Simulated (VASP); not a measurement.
Given:

```
CELL_PARAMETERS angstrom
      3.32117     0.00000     0.00000
      0.00000     3.32117     0.00000
      0.00000     0.00000     3.32117
ATOMIC_POSITIONS crystal
  In 0.50000 0.50000 0.50000
  Pd 0.00000 0.00000 0.00000
```

Calculation: SCAN meta-GGA, VASP's PBE PAW potentials (set 64) (plane waves; VASP). Numerical set-up: 520 eV cut-off, 11×11×11 Γ-centred mesh, first-order Methfessel-Paxton smearing of 0.10 eV, potentials In_d Pd.

### Question
Give the stress tensor in GPa (positive for a compressed cell).

### Answer

```
-7.15   0.00   0.00
 0.00  -7.15   0.00
 0.00   0.00  -7.15
```
The pressure is its mean diagonal, -7.15 GPa.

The compound is PdIn in the CsCl type structure. This cell is one point of a volume scan, at 1.06 of the reference volume. The electron count is odd and the run is not spin-polarised, which forces a metal.
